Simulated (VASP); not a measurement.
Output of a VASP run:

File OSZICAR:
```
       N       E                     dE             d eps       ncg     rms          rms(c)
DAV:   1     0.233971768697E+02    0.23397E+02   -0.37637E+03  2628   0.750E+02
DAV:   2    -0.930818359797E+01   -0.32705E+02   -0.31803E+02  4057   0.112E+02
DAV:   3    -0.102425792391E+02   -0.93440E+00   -0.93010E+00  3041   0.227E+01
DAV:   4    -0.102469840765E+02   -0.44048E-02   -0.44030E-02  3246   0.163E+00
DAV:   5    -0.102469940467E+02   -0.99702E-05   -0.99704E-05  2974   0.700E-02    0.334E+00
DAV:   6    -0.102298199827E+02    0.17174E-01   -0.44155E-03  2870   0.480E-01    0.199E+00
DAV:   7    -0.102201189864E+02    0.97010E-02   -0.97568E-03  2825   0.731E-01    0.677E-02
DAV:   8    -0.102201493311E+02   -0.30345E-04   -0.19506E-04  2726   0.110E-01    0.212E-02
DAV:   9    -0.102201603868E+02   -0.11056E-04   -0.22101E-05  3174   0.362E-02    0.795E-03
DAV:  10    -0.102201597267E+02    0.66012E-06   -0.23257E-06  3049   0.101E-02    0.246E-03
DAV:  11    -0.102201596474E+02    0.79251E-07   -0.27755E-07  2815   0.396E-03    0.498E-04
DAV:  12    -0.102201596505E+02   -0.30205E-08   -0.17097E-08  1937   0.909E-04
   1 F= -.10220160E+02 E0= -.10220232E+02  d E =-.102202E+02
```

**OUTCAR**
```
------------------------ aborting loop because EDIFF is reached ----------------------------------------
  FORCE on cell =-STRESS in cart. coord.  units (eV):
  Direction    XX          YY          ZZ          XY          YZ          ZX
  --------------------------------------------------------------------------------------
  Total        0.0034857     -0.0043938     -0.0036432      0.0000000     -0.0000000      0.0024320
  in kB        0.1336386     -0.1684565     -0.1396775      0.0000000     -0.0000000      0.0932416
  external PRESSURE =      -0.0581652 kB  Pullay stress =       0.0000000 kB
  volume of cell :       41.79
      direct lattice vectors                 reciprocal lattice vectors
     3.534291104 -1.894473440 -0.053830589     0.139698928 -0.263925579 -0.116352466
     3.534291104  1.894473440 -0.053830589     0.139698928  0.263925579 -0.116352466
     2.566557804  0.000000000  3.081545125     0.004880717  0.000000000  0.320447476
 POSITION                                       TOTAL-FORCE (eV/Angst)
 -----------------------------------------------------------------------------------
      2.22088      0.00000      0.68547        -0.000837      0.000000     -0.000258
      7.41426      0.00000      2.28841         0.000837      0.000000      0.000258
 -----------------------------------------------------------------------------------
    total drift:                                0.000000      0.000000      0.000000
  FREE ENERGIE OF THE ION-ELECTRON SYSTEM (eV)
  ---------------------------------------------------
  free  energy   TOTEN  =       -10.2201596505 eV

  energy  without entropy=      -10.2203768666  energy(sigma->0) =      -10.22023206

 reached required accuracy - stopping structural energy minimisation
```
(Selected blocks of OUTCAR.)

File POSCAR:
```
As
1
    3.5342911039    -1.8944734395    -0.0538305891
    3.5342911039     1.8944734395    -0.0538305891
    2.5665578042     0.0000000000     3.0815451253
As
2
Direct
  0.2304979452   0.2304979452   0.2304979452
  0.7695020548   0.7695020548   0.7695020548
```

Q: Write an INCAR and KPOINTS that could have produced this output.

A: This is not unique; one that fits is the input of the run itself, PBEsol GGA, plane waves, VASP's PBE PAW potentials (set 64).

**INCAR**
```
SYSTEM = As
PREC = Accurate
ENCUT = 400
EDIFF = 1E-8
NELM = 100
ALGO = Normal
LREAL = .FALSE.
LASPH = .TRUE.
ISMEAR = 1
SIGMA = 0.1
GGA = PS
LMAXMIX = 4
LWAVE = .FALSE.
LCHARG = .FALSE.
IBRION = 1
ISIF = 2
NSW = 30
EDIFFG = -0.001
```

**KPOINTS**
```
Automatic mesh
0
G
 11 11 11
```

POTCAR, in this order: As (PBE.64 set). Program: vasp_std.

The compound is As in the a7 structure. It was relaxed first. The start is the result of an earlier pass.
